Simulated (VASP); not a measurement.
# A slab model of Fe(111), part 2 of 3

Wanted: what it costs to take an electron out of Fe(111), held as cut.

VASP 6.6.1; PBE, spin-polarised from a ferromagnetic start; plane waves and PAW (Fe).

Still holding for the runs below: The magnetic state follows from one typed start and may not be the lowest.

So far: Starting point; Vacuum level and density of states.

## 2. Vacuum level and density of states (continued)

The density of states has structure finer than the step of the table below, so its rows give means over 1 eV, whole bins alone (the curve runs from -9.02 to 7.95 eV). Peaks (eV: height): total up -2.6: 16.6, -1.2: 21.5; total down -1.2: 13.2, 1.9: 19.4; Fe s up -4.1: 0.823, 2.8: 0.215, 7.6: 0.544; Fe s down -6.0: 0.387, -3.0: 0.790, 4.0: 0.163; Fe p up -2.6: 0.720, 1.6: 0.595, 2.9: 0.643, 7.8: 0.540.

Means over bins of 0.069 eV. Density of states against energy, zero at the Fermi level; means over each step; 7 of 8 lines; values in states/eV/cell:

```tsv
energy (eV)	total up	total down	Fe s up	Fe s down	Fe p up	Fe p down	Fe d up
-8	0.101	0.0504	0.0662	0.0333	0.00308	0.00136	1.2e-4
-7	0.394	0.313	0.237	0.193	0.0288	0.0205	0.00694
-6	0.717	0.600	0.368	0.329	0.0834	0.0671	0.0527
-5	2.21	0.889	0.628	0.408	0.213	0.138	0.873
-4	7.74	1.44	0.654	0.505	0.420	0.236	5.55
-3	14.6	3.46	0.187	0.659	0.572	0.391	12.5
-2	11.4	5.84	0.140	0.338	0.445	0.489	9.92
-1	17.0	12.4	0.154	0.0926	0.286	0.938	15.8
0	5.23	8.12	0.161	0.0736	0.268	0.530	4.38
1	1.89	10.6	0.177	0.0690	0.394	0.246	0.837
2	1.80	15.2	0.168	0.0940	0.479	0.222	0.600
3	2.03	3.22	0.155	0.139	0.563	0.302	0.531
4	2.05	2.70	0.116	0.138	0.507	0.427	0.397
5	1.95	2.66	0.0776	0.108	0.397	0.440	0.278
6	2.40	2.48	0.0931	0.0881	0.348	0.396	0.245
7	2.80	2.59	0.279	0.0859	0.291	0.340	0.398
```

Zero at the Fermi level. Planar average of the electrostatic potential against height:

```tsv
height (Å)	planar average of the electrostatic potential (eV)
0.0	3.86
0.5	3.86
1.0	3.86
1.5	3.86
2.0	3.86
2.5	3.86
3.0	3.86
3.5	3.86
4.0	3.86
4.5	3.86
5.0	3.86
5.5	3.86
6.0	3.85
6.5	3.81
7.0	3.69
7.5	3.33
8.0	2.13
8.5	-0.873
9.0	-3.82
9.5	-5.40
10.0	-5.47
10.5	-5.48
11.0	-5.58
11.5	-5.41
12.0	-5.51
12.5	-5.42
13.0	-5.39
13.5	-5.50
14.0	-5.38
14.5	-5.51
15.0	-5.49
15.5	-5.48
16.0	-5.56
16.5	-5.42
17.0	-5.04
17.5	-2.61
18.0	0.527
18.5	2.81
19.0	3.54
19.5	3.76
20.0	3.83
20.5	3.85
21.0	3.86
21.5	3.86
22.0	3.86
22.5	3.86
23.0	3.86
23.5	3.86
24.0	3.86
24.5	3.86
25.0	3.86
25.5	3.86
26.0	3.86
```

Density of states in the PAW spheres, an atom over height of the layer and energy from the Fermi level.

Values in states/eV, 22 rows by 11 columns, each cell a mean:
```
0.94 0.63 0.64 0.47 0.42 0.49 0.42 0.47 0.64 0.63 0.94
1.40 0.95 0.77 0.95 0.89 1.04 0.89 0.95 0.77 0.95 1.40
1.70 1.89 1.34 1.72 1.84 1.66 1.84 1.72 1.34 1.89 1.70
1.47 2.56 2.18 2.29 2.68 2.69 2.68 2.29 2.18 2.56 1.47
1.81 3.14 2.94 3.08 2.86 3.05 2.86 3.08 2.94 3.14 1.81
2.02 2.20 2.05 1.83 1.66 1.54 1.66 1.83 2.05 2.20 2.02
1.63 1.01 1.33 1.04 1.00 0.97 1.00 1.04 1.33 1.01 1.63
2.08 1.18 1.40 1.37 1.33 1.39 1.33 1.37 1.40 1.18 2.08
2.38 1.49 1.46 1.39 1.49 1.45 1.49 1.39 1.46 1.49 2.38
1.57 1.41 1.39 1.28 1.46 1.47 1.46 1.28 1.39 1.41 1.57
0.84 0.88 1.04 0.98 0.86 0.92 0.86 0.98 1.04 0.88 0.84
0.50 0.65 0.92 0.89 0.77 0.75 0.77 0.89 0.92 0.65 0.50
0.32 0.47 0.69 0.76 0.70 0.70 0.70 0.76 0.69 0.47 0.32
0.17 0.25 0.35 0.41 0.42 0.43 0.42 0.41 0.35 0.25 0.17
0.09 0.14 0.17 0.19 0.19 0.19 0.19 0.19 0.17 0.14 0.09
0.05 0.09 0.12 0.13 0.12 0.11 0.12 0.13 0.12 0.09 0.05
0.04 0.08 0.10 0.11 0.10 0.09 0.10 0.11 0.10 0.08 0.04
0.04 0.07 0.09 0.10 0.09 0.08 0.09 0.10 0.09 0.07 0.04
0.03 0.05 0.07 0.08 0.08 0.07 0.08 0.08 0.07 0.05 0.03
0.01 0.02 0.04 0.05 0.06 0.06 0.06 0.05 0.04 0.02 0.01
0.01 0.02 0.03 0.04 0.05 0.06 0.05 0.04 0.03 0.02 0.01
0.00 0.01 0.01 0.02 0.02 0.02 0.02 0.02 0.01 0.01 0.00
```
Columns: height of the layer (Å) from 9 to 17.3 (not evenly spaced); rows upwards: energy from the Fermi level (eV) from -7.9 to 0.5.

Spin down. Electronic bands along the path, in eV, zero at the Fermi level; # counts the bands kept:

```tsv
point	#27	#28	#29	#30	#31	#32	#33	#34
Γ	-0.49	-0.35	-0.35	-0.23	-0.23	0.04	0.21	0.69
0.46 of the way	-0.37	-0.25	-0.18	-0.15	0.02	0.16	0.37	0.76
M	-0.33	-0.17	-0.15	-0.01	0.19	0.24	0.33	0.41
0.54 of the way	-0.49	-0.38	-0.32	0.04	0.06	0.24	0.31	0.45
K	-0.66	-0.30	-0.29	-0.11	-0.11	0.05	0.05	0.85
0.54 of the way	-0.39	-0.29	-0.25	-0.14	0.21	0.22	0.44	0.76
Γ	-0.49	-0.35	-0.35	-0.23	-0.23	0.04	0.21	0.69
```

Force by atom:

```tsv
atom	x (eV/Å)	y (eV/Å)	z (eV/Å)	size
Fe1	0.000	0.000	0.812	0.812
Fe2	0.000	0.000	0.480	0.480
Fe3	0.000	0.000	-0.664	0.664
Fe4	0.000	0.000	-0.295	0.295
Fe5	0.000	0.000	-0.121	0.121
Fe6	0.000	0.000	0.000	0.000
Fe7	0.000	0.000	0.121	0.121
Fe8	0.000	0.000	0.295	0.295
Fe9	0.000	0.000	0.664	0.664
Fe10	0.000	0.000	-0.480	0.480
Fe11	0.000	0.000	-0.812	0.812
```

Spin density in the ca plane at fractional y = 0.000, with atoms of Fe within 0.2 Å of it.

Ten even steps from '0' (0.0 e/Å³) to '9' (3.7 e/Å³), each cell a mean:
```
00000000157400015630002662000377200000000000
00000000011000001100000110000011000000000000
00000000000000000000000000000000000000000000
00000000000000000000000000000000000000000000
00000000000000000000000000000000000000000000
00000000000000000000000000000000000000000000
00000000000000000000000000000000000000000000
00000000000000000000000000000000000000000000
00000000000000000000000000000000000000000000
00000000034200003420001341000144100000000000
00000000169510017940002883000499300000000000
```
Columns run along c (16.0 Å, from fractional 0.24 to 0.85 of the cell), rows up along a (4.1 Å). Atoms in or near the plane, at fractional coordinates: Fe at (0.37, 0.00), Fe at (0.47, 0.00), Fe at (0.56, 0.00), Fe at (0.66, 0.00).

Electrostatic potential energy in the ca plane at fractional y = 0.000, with atoms of Fe within 0.2 Å of it. With pseudopotentials it is smooth inside the atoms' cores, unlike the true potential.

Ten even steps from '0' (-27 eV) to '9' (3 eV), each cell a mean:
```
99999997300147730015762002586200158999999999
99999998632478853247885324787432478999999999
99999999877789987778998778898877789999999999
99999999888888888888888888888889999999999999
99999988889888889988888998888899999999999999
99999988889888888988888998888899999999999999
99999998899888889988888998888899999999999999
99999999888889988889998888999888899999999999
99999998754689875468986556898654689999999999
99999997410258741126873113686311268999999999
99999997300047620014761001575100158999999999
```
Columns run along c (16.0 Å, from fractional 0.24 to 0.85 of the cell; values clipped at the 3rd and 97th percentile), rows up along a (4.1 Å). Atoms in or near the plane, at fractional coordinates: Fe at (0.37, 0.00), Fe at (0.47, 0.00), Fe at (0.56, 0.00), Fe at (0.66, 0.00).

ELF of up spins in the ca plane at fractional y = 0.000, with atoms of Fe within 0.2 Å of it. It is the smooth field of the valence electrons, not physical close to the nuclei.

Ten even steps from '0' (0.00 × 1e-1) to '9' (4.94 × 1e-1), each cell a mean:
```
22455554300034430003442001334200144436000000
12223455432234433234443223444322344447200000
00333445444444444444544444454444444660000000
30164444555544555544555554455554443210120000
00154433344444444444444444444445433236000000
01833333334444444444444444444445432111110000
00222343444444444444444444445455444492100000
00564455544445544444554444555444443212100000
10113455443334443334444333444433444456000000
02143454410134431013443101344310244431000000
00052344300024420003442000334100044567010000
```
Columns run along c (16.0 Å, from fractional 0.24 to 0.85 of the cell), rows up along a (4.1 Å). Atoms in or near the plane, at fractional coordinates: Fe at (0.37, 0.00), Fe at (0.47, 0.00), Fe at (0.56, 0.00), Fe at (0.66, 0.00).

Only the dipole across the slab is computed (IDIPOL = 3); zeros along the plane are no results.

The map of layer states is cut here 0.5 eV above the Fermi level, so it leaves out the states above that.

The vacuum level lies 3.86 eV above the Fermi level at the upper face; both faces agree, as the slab has next to no dipole.

The program found no field-free point at its default tolerance, but its printed level agrees with the flat part of the planar average.

On this mesh the fine structure of the density of states is sampling noise, and high empty states may be cut by the number of bands.

## 3. Derived quantities

This step: slab, PBE; plane waves and PAW (VASP 6.6.1).

No new run; the numbers come from the runs before.

## 4. Slab, other settings

This step: PBE, spin-polarised from a ferromagnetic start; plane waves and PAW (Fe) (VASP 6.6.1).

The run is repeated with some settings moved, to see what they change.

INCAR reads:

```
SYSTEM = Fe
PREC = Normal
ENCUT = 300
EDIFF = 1E-06
NELM = 120
ISMEAR = -5
SIGMA = 0.1
LREAL = .FALSE.
ALGO = Fast
GGA = PE
NBANDS = 79
ISPIN = 2
MAGMOM = 3 3 3 3 3 3 3 3 3 3 3
LASPH = .TRUE.
LMAXMIX = 4
LORBIT = 11
LWAVE = .FALSE.
LCHARG = .FALSE.
KPAR = 4
IDIPOL = 3
LDIPOL = .TRUE.
DIPOL = 0.5 0.5 0.5
LVHAR = .TRUE.
LVACPOTAV = .TRUE.
```

POSCAR reads:

```
Fe
1.0
    4.0587929240      0.0000000000      0.0000000000
    2.0293964620      3.5150177809      0.0000000000
    0.0000000000      0.0000000000     26.2849763629
Fe
11
Direct
    0.6666666667      0.6666666667      0.3424009166
    0.0000000000      0.0000000000      0.3739207333
    0.3333333333      0.3333333333      0.4054405500
    0.6666666667      0.6666666667      0.4369603666
    0.0000000000      0.0000000000      0.4684801833
    0.3333333333      0.3333333333      0.5000000000
    0.6666666667      0.6666666667      0.5315198167
    0.0000000000      0.0000000000      0.5630396334
    0.3333333333      0.3333333333      0.5945594500
    0.6666666667      0.6666666667      0.6260792667
    0.0000000000      0.0000000000      0.6575990834
```

KPOINTS reads:

```
Automatic mesh
0
Monkhorst-Pack
12 12 1
0 0 0
```

Potentials, in the order of the species: Fe (PBE family, release 64).

Launch:

```bash
$ mpirun -np 4 vasp_std
```

The program printed:

```text
[banner, memory and clock lines left out]
running    4 mpi-ranks, on    1 nodes
[...]
LDA part: xc-table for (Slater+PW92), standard interpolation
|                                                                             |
|     EEEEEEE  RRRRRR   RRRRRR   OOOOOOO  RRRRRR      ###     ###     ###     |
|     E        R     R  R     R  O     O  R     R     ###     ###     ###     |
|     E        R     R  R     R  O     O  R     R     ###     ###     ###     |
|     EEEEE    RRRRRR   RRRRRR   O     O  RRRRRR       #       #       #      |
|     E        R   R    R   R    O     O  R   R                               |
|     E        R    R   R    R   O     O  R    R      ###     ###     ###     |
|     EEEEEEE  R     R  R     R  OOOOOOO  R     R     ###     ###     ###     |
|                                                                             |
|     IBZKPT: unable to construct a generating k-lattice suitable for use     |
|     with the tetrahedron method                                             |
|     ... use a different smearing method                                     |
|     ... and/or try setting KBLOWUP=.FALSE.                                  |
|     ... and/or try a Gamma-centered k-lattice                               |
|     ... and/or try a different shift                                        |
|                                                                             |
|       ---->  I REFUSE TO CONTINUE WITH THIS SICK JOB ... BYE!!! <----       |
|                                                                             |

1
1
1
1
```

The job ended after 4.8 s (4 MPI ranks of AMD EPYC 7R32 (Zen 2), shared host).

The input was rejected at the start.

VASP's message: “IBZKPT: unable to construct a generating k-lattice suitable for use with the tetrahedron method”. No number of this run is used.

Settings moved from the usual: shifted = True and ISMEAR = -5.

[end of part 2 of 3]

[Lines on the potential files, build, host, timing and source positions are cut from VASP's logs without a mark.]

[Logs are printed without paths, hosts, clocks, repeated set-up lines and the standing remarks that a program may print on its own settings, such as how far it seeks lower states.]

[Hosts, paths, dates, database ids (printed as entryN), source tags and the programs' standing remarks are cut or masked in the printed files.]

[In band tables of VASP the shares of atoms and orbitals are scaled to a sum of 1 inside the atoms' spheres.]

[Runs that stopped without an error message from VASP are left out.]
